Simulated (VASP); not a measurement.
# Be3Te2O (Cmc2_1) in VASP: density of states with PBE

Aim: the density of states of Be3Te2O with PBE.

All numbers are computed with VASP 6.6.1; they aren't measurements. Logs are shortened: lines on timing, memory, paths and dates and some standing lists are left out, and cuts for length are marked.

### 1 The crystal as given

The structure is orthorhombic, space group Cmc2_1 (No. 36). The conventional cell has a = 10.770 Å, b = 6.148 Å, c = 6.775 Å, α = 90.00°, β = 90.00°, γ = 90.00°. Be (site symmetry 1) is surrounded by 1 O at 1.59 Å. Be (site symmetry m) is surrounded by 1 O at 1.52 Å. Te (site symmetry 1) is surrounded by 4 Be at 2.41 to 2.56 Å. O (site symmetry m) is surrounded by 3 Be at 1.52 to 1.59 Å.

The cell was built by a generator and needn't be a form met in nature.

### 2 Density of states, PBE

The input, POSCAR:

```
Be3Te2O
1.0
    5.3850100000     -3.0738400000      0.0000000000
    5.3850100000      3.0738400000      0.0000000000
    0.0000000000      0.0000000000      6.7754500000
Be Te O
6 4 2
Direct
    0.4327260000      0.8200530000      0.1162620000
    0.1799470000      0.5672740000      0.1162620000
    0.9346370000      0.0653630000      0.0457040000
    0.8200530000      0.4327260000      0.6162620000
    0.5672740000      0.1799470000      0.6162620000
    0.0653630000      0.9346370000      0.5457040000
    0.5136420000      0.1535420000      0.9889760000
    0.1535420000      0.5136420000      0.4889760000
    0.8464580000      0.4863580000      0.9889760000
    0.4863580000      0.8464580000      0.4889760000
    0.1801660000      0.8198340000      0.0734970000
    0.8198340000      0.1801660000      0.5734970000
```

The input, INCAR.step1:

```
PREC = Accurate
ENCUT = 520
EDIFF = 1E-7
ISMEAR = 0
SIGMA = 0.03
LREAL = F
LASPH = T
NELM = 80
ALGO = Normal
ISIF = 2
LWAVE = F
LCHARG = T
GGA = PE
KPAR = 4
```

The input, KPOINTS.step1:

```
Automatic mesh
0
Gamma
  6 6 4
```

The input, INCAR.step2:

```
PREC = Accurate
ENCUT = 520
EDIFF = 1E-7
ISMEAR = -5
SIGMA = 0.03
LREAL = F
LASPH = T
NELM = 80
ALGO = Normal
ISIF = 2
LWAVE = F
LCHARG = F
GGA = PE
LORBIT = 11
KPAR = 4
NEDOS = 1001
ICHARG = 11
```

The input, KPOINTS.step2:

```
Automatic mesh
0
Gamma
  9 9 6
```

Potentials or basis: VASP PAW PBE potentials, release 64 (Be, Te, O).

Run with:

```console
cat potpaw_PBE.64/Be/POTCAR potpaw_PBE.64/Te/POTCAR potpaw_PBE.64/O/POTCAR > POTCAR
cp INCAR.step1 INCAR
cp KPOINTS.step1 KPOINTS
mpirun -np 4 vasp_std > vasp.out
cp INCAR.step2 INCAR
cp KPOINTS.step2 KPOINTS
mpirun -np 4 vasp_std > vasp.out
```

OUTCAR:

```text
PREC = Accurate
   ENCUT = 520
   EDIFF = 1E-7
   ISMEAR = -5
   LREAL = F
   LASPH = T
   NELM = 80
   ISIF = 2
   GGA = PE
   LORBIT = 11
   ICHARG = 11

 ion  position               nearest neighbor table
   1  0.433  0.820  0.116-  11 1.59   9 2.49   7 2.52  10 2.56
   2  0.180  0.567  0.116-  11 1.59   7 2.49   9 2.52   8 2.56
   3  0.935  0.065  0.046-  11 1.52   9 2.41   7 2.41
   4  0.820  0.433  0.616-  12 1.59  10 2.49   8 2.52   9 2.56
   5  0.567  0.180  0.616-  12 1.59   8 2.49  10 2.52   7 2.56
   6  0.065  0.935  0.546-  12 1.52  10 2.41   8 2.41
   7  0.514  0.154  0.989-   3 2.41   2 2.49   1 2.52   5 2.56   9 3.56   9 3.56   9 3.58
   8  0.154  0.514  0.489-   6 2.41   5 2.49   4 2.52   2 2.56  10 3.56  10 3.56  10 3.58
   9  0.846  0.486  0.989-   3 2.41   1 2.49   2 2.52   4 2.56   7 3.56   7 3.56   7 3.58
  10  0.486  0.846  0.489-   6 2.41   4 2.49   5 2.52   1 2.56   8 3.56   8 3.56   8 3.58
  11  0.180  0.820  0.073-   3 1.52   2 1.59   1 1.59
  12  0.820  0.180  0.573-   6 1.52   5 1.59   4 1.59

  LATTYP: Found a base centered orthorhombic cell.
 ALAT       =     6.1476800000
 B/A-ratio  =     1.7518836374
 C/A-ratio  =     1.1021149442

  Lattice vectors:

 A1 = (  -5.3850100000,  -3.0738400000,   0.0000000000)
 A2 = (   5.3850100000,  -3.0738400000,   0.0000000000)
 A3 = (   0.0000000000,   0.0000000000,   6.7754500000)

Analysis of symmetry for initial positions (statically):
=====================================================================
 Subroutine PRICEL returns:
 Original cell was already a primitive cell.

 Routine SETGRP: Setting up the symmetry group for a
 base centered orthorhombic supercell.

 Subroutine GETGRP returns: Found  4 space group operations
 (whereof  2 operations were pure point group operations)
 out of a pool of  8 trial point group operations.

The static configuration has the point symmetry C_1h.
 The point group associated with its full space group is C_2v.

Analysis of symmetry for dynamics (positions and initial velocities):
=====================================================================
 Subroutine PRICEL returns:
 Original cell was already a primitive cell.

 Routine SETGRP: Setting up the symmetry group for a
 base centered orthorhombic supercell.

 Subroutine GETGRP returns: Found  4 space group operations
 (whereof  2 operations were pure point group operations)
 out of a pool of  8 trial point group operations.

The dynamic configuration has the point symmetry C_1h.
 The point group associated with its full space group is C_2v.

 Subroutine INISYM returns: Found  4 space group operations
[... 149 lines left out ...]
   LRPA    =     F    only Hartree local field effects (RPA)
 non-spin polarized calculation
 Fermi weights with tetrahedron method with Bloechl corrections
  energy-cutoff  :      520.00
  volume of cell :      224.30
 maximum number of plane-waves:      6071
 NGX is ok and might be reduce to    48

 number of electron      48.0000002 magnetization

 Free energy of the ion-electron system (eV)
  ---------------------------------------------------
  ext. energy  EPLUGINS =         0.00000000
  ---------------------------------------------------
  free energy    TOTEN  =       -56.31243394 eV

  energy without entropy =      -56.31243394  energy(sigma->0) =      -56.31243394

 E-fermi :   4.6540     XC(G=0):  -8.9935

 val. band max:        4.6400264361   @ k =  -0.3333   0.3333   0.0000
 cond. band min:       6.5857919721   @ k =  -0.3333   0.3333   0.3333
 fundamental gap:      1.9457655359
 Fermi energy:         4.6540303962

 k-point     1 :       0.0000    0.0000    0.0000
  band No.  band energies     occupation
      1     -15.2302      2.00000
      2     -15.1987      2.00000
      3      -7.3574      2.00000
      4      -6.5000      2.00000
      5      -5.4030      2.00000
      6      -5.3177      2.00000
[... 805 lines left out ...]
     30       9.0360      0.00000
     31       9.1598      0.00000

 [... further k-points ...]

------------------------ aborting loop because EDIFF is reached ----------------------------------------

  FORCE on cell =-STRESS in cart. coord.  units (eV):
  Direction    XX          YY          ZZ          XY          YZ          ZX
  --------------------------------------------------------------------------------------
  -------------------------------------------------------------------------------------
  Total        0.0207924      0.0240401      0.0214252      0.0000000      0.0000000      0.0000000
  in kB        0.1485178      0.1717159      0.1530378      0.0000000      0.0000000      0.0000000
  external PRESSURE =       0.1577572 kB  Pullay stress =       0.0000000 kB

 VOLUME and BASIS-vectors are now :
 -----------------------------------------------------------------------------
  energy-cutoff  :      520.00
  volume of cell :      224.30
      direct lattice vectors                 reciprocal lattice vectors
     5.385010000 -3.073840000  0.000000000     0.092850338 -0.162662988  0.000000000
     5.385010000  3.073840000  0.000000000     0.092850338  0.162662988  0.000000000
     0.000000000  0.000000000  6.775450000     0.000000000  0.000000000  0.147591673

 POSITION                                       TOTAL-FORCE (eV/Angst)
 -----------------------------------------------------------------------------------
      6.74623      1.19058      0.78773         0.003469     -0.001367     -0.000718
      4.02379      1.19058      0.78773        -0.003469     -0.001367     -0.000718
      5.38501     -2.67201      0.30967        -0.000000     -0.000184      0.004051
      6.74623     -1.19058      4.17545         0.003469      0.001367     -0.000718
      4.02379     -1.19058      4.17545        -0.003469      0.001367     -0.000718
      5.38501      2.67201      3.69739        -0.000000      0.000184      0.004051
      3.59279     -1.10689      6.70076        -0.001480      0.000659     -0.003339
      3.59279      1.10689      3.31303        -0.001480     -0.000659     -0.003339
      7.17723     -1.10689      6.70076         0.001480      0.000659     -0.003339
      7.17723      1.10689      3.31303         0.001480     -0.000659     -0.003339
      5.38501      1.96624      0.49798        -0.000000      0.000216      0.004063
      5.38501     -1.96624      3.88570        -0.000000     -0.000216      0.004063
 -----------------------------------------------------------------------------------
    total drift:                                0.000001     -0.000000      0.001047

  FREE ENERGIE OF THE ION-ELECTRON SYSTEM (eV)
  ---------------------------------------------------
  free  energy   TOTEN  =       -56.3124339382 eV

  energy  without entropy=      -56.3124339382  energy(sigma->0) =      -56.31243394

 total charge

# of ion       s       p       d       tot
------------------------------------------
    1        0.379   0.600   0.000   0.978
    2        0.379   0.600   0.000   0.978
    3        0.425   0.649   0.000   1.074
    4        0.379   0.600   0.000   0.978
    5        0.379   0.600   0.000   0.978
    6        0.425   0.649   0.000   1.074
    7        1.341   2.127   0.033   3.502
    8        1.341   2.127   0.033   3.502
    9        1.341   2.127   0.033   3.502
   10        1.341   2.127   0.033   3.502
   11        1.545   3.614   0.000   5.159
   12        1.545   3.614   0.000   5.159
--------------------------------------------------
tot         10.821  19.434   0.131  30.386
```

Run time: 3.1 min. Hardware: 4 MPI ranks of Intel Xeon Platinum 8488C (Sapphire Rapids), shared host; peak memory 0.71 GiB.

What came out:

```
Valence electrons inside the program's atomic spheres : Be 0.98, 1.07; Te 3.50; O 5.16
```

States per cell in windows of 1 eV (zero at the valence-band top; states under -8 eV left out):
```tsv
from (eV)	total	O11_p	O12_p	Te7_p	Te8_p	Te9_p	Te10_p
-8.0	0.00	0.00	0.00	0.00	0.00	0.00	0.00
-7.0	8.25	2.13	2.13	0.04	0.04	0.04	0.04
-6.0	2.12	0.34	0.34	0.06	0.06	0.06	0.06
-5.0	6.40	0.67	0.67	0.32	0.32	0.32	0.32
-4.0	4.75	0.25	0.25	0.33	0.33	0.33	0.33
-3.0	4.65	0.13	0.13	0.39	0.39	0.39	0.39
-2.0	6.80	0.14	0.14	0.63	0.63	0.63	0.63
-1.0	3.40	0.03	0.03	0.36	0.36	0.36	0.36
0.0	0.00	0.00	0.00	0.00	0.00	0.00	0.00
1.0	0.01	0.00	0.00	0.00	0.00	0.00	0.00
2.0	3.54	0.07	0.07	0.03	0.03	0.03	0.03
3.0	6.38	0.07	0.07	0.07	0.07	0.07	0.07
4.0	4.08	0.05	0.05	0.06	0.06	0.06	0.06
5.0	0.01	0.00	0.00	0.00	0.00	0.00	0.00
```
